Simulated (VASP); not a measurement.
Data:

```
WC
1.0
    1.45512    -2.52034     0.00000
    1.45512     2.52034     0.00000
    0.00000     0.00000     2.84137
W C
1 1
Direct
  0.00000   0.00000   0.00000
  0.33333   0.66667   0.50000
```

Level of theory: PBE GGA with D3 dispersion (zero damping), VASP's PBE PAW potentials (set 64) (plane waves; VASP). Numerical set-up: 520 eV cut-off, 16×16×14 Γ-centred mesh, tetrahedra with Blöchl corrections, potentials W_sv C.

Unless said otherwise, spin-orbit coupling is left out, though it shifts the bands of the heavy elements here.

**Question.** What does the run give for the energy per atom (σ→0), band gap (on the k-mesh) with the smallest direct gap where there is one?

**Answer.** 
```
Item                                                         Value
------------------------  ----------------------------------------
band gap (on the k-mesh)  none (metal, semimetal or under 0.01 eV)
energy per atom (σ→0)                      -1117.5 kJ/mol of atoms
```

Only differences to runs with the same potentials and settings are physical.

The compound is WC in the wc structure. It was relaxed first.
